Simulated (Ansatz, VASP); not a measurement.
## Two plane-wave programs on Hf2RuO4

Contents of POSCAR:

```
Hf2RuO4
1.0
    0.0000000000      3.5414209200      0.0000000000
    3.5414209200      0.0000000000      0.0000000000
    1.7707104600      1.7707104600     -5.8102732000
Hf Ru O
2 1 4
Direct
    0.3538000000      0.3538000000      0.2924000000
    0.6462000000      0.6462000000      0.7076000000
    0.0000000000      0.0000000000      0.0000000000
    0.5000000000      0.0000000000      0.0000000000
    0.0000000000      0.5000000000      0.0000000000
    0.1630000000      0.1630000000      0.6740000000
    0.8370000000      0.8370000000      0.3260000000
```

Contents of INCAR.step1:

```
SYSTEM = Hf2RuO4
PREC = Accurate ; ENCUT = 520
ISMEAR = -5 ; SIGMA = 0.1
LREAL = .FALSE. ; LASPH = .TRUE.
NELM = 80 ; NBANDS = 38
GGA = PE ; ALGO = Normal
EDIFF = 1E-4 ; LWAVE = .TRUE.
LCHARG = .FALSE.
```

Contents of INCAR.step2:

```
SYSTEM = Hf2RuO4
PREC = Accurate ; ENCUT = 520
EDIFF = 1E-6 ; ISMEAR = -5
SIGMA = 0.1 ; LREAL = .FALSE.
LASPH = .TRUE. ; NELM = 80
ALGO = Normal ; ISIF = 2
LWAVE = .FALSE. ; LCHARG = .TRUE.
METAGGA = R2SCAN ; LMIXTAU = .TRUE.
LELF = .TRUE. ; LVHAR = .TRUE.
NBANDS = 38 ; ISTART = 1
```

KPOINTS

```
Automatic mesh
0
G
  8 8 8
  0 0 0
```

Input for Ansatz:

```yaml
crystal:
  lattice:
    - [0.0, 3.54142092, 0.0]
    - [3.54142092, 0.0, 0.0]
    - [1.77071046, 1.77071046, -5.8102732]
  atoms:
    - { symbol: Hf, position: [0.3538, 0.3538, 0.2924] }
    - { symbol: Hf, position: [0.6462, 0.6462, 0.7076] }
    - { symbol: Ru, position: [0.0, 0.0, 0.0] }
    - { symbol: O, position: [0.5, 0.0, 0.0] }
    - { symbol: O, position: [0.0, 0.5, 0.0] }
    - { symbol: O, position: [0.163, 0.163, 0.674] }
    - { symbol: O, position: [0.837, 0.837, 0.326] }
  symmetry: { tolerance: 0.0003 }
kpoints:
  mp_grid: { grid: [8, 8, 8], shift: [0, 0, 0] }
magnetization:
  spin_polarized: false
scf:
  occupations: { method: tetrahedron }
hamiltonian:
  pseudopotentials: { kind: paw }
  xc: r2scan
basis:
  ecutwfc: 500
output:
  forces: true
  stress: true
  eigenvalues: true
```

The cell was built by a generator and needn't be a form met in nature.

Alike in both runs: task single point; functional r2SCAN; k mesh 8 × 8 × 8; occupations tetrahedron; no spin polarisation.

|  | VASP | Ansatz |
| --- | --- | --- |
| version | VASP 6.6.1 | Ansatz 0.2.0 |
| potentials or method | VASP PAW PBE potentials, release 64 (Hf_pv, Ru_pv, O) | PAW plane waves |
| plane-wave cutoff (eV) | 520 | 500 |
| valence electrons in the cell | 58 | 92 |

Ansatz gave:

- gap on the k mesh at the Fermi level (eV): none
- rms of the force components (eV/Å): 1.172

Problem. Which values does VASP return?

Solution. gap on the k mesh at the Fermi level (eV): none; rms of the force components (eV/Å): 1.218.

Atom by atom the forces differ by 0.055 eV/Å (rms over components). A gap of «none» marks a metal or a gap that the smearing closes. The two sets of potentials don't hold the same shells in valence. Ansatz warned: «band_table_not_solved_further».

Caveats: the PAW data sets were made with another functional, which shifts forces and pressure a little (VASP); tetrahedron occupations give inexact forces and stress in metals. Spin-orbit coupling is left out, which matters for the levels of Hf.
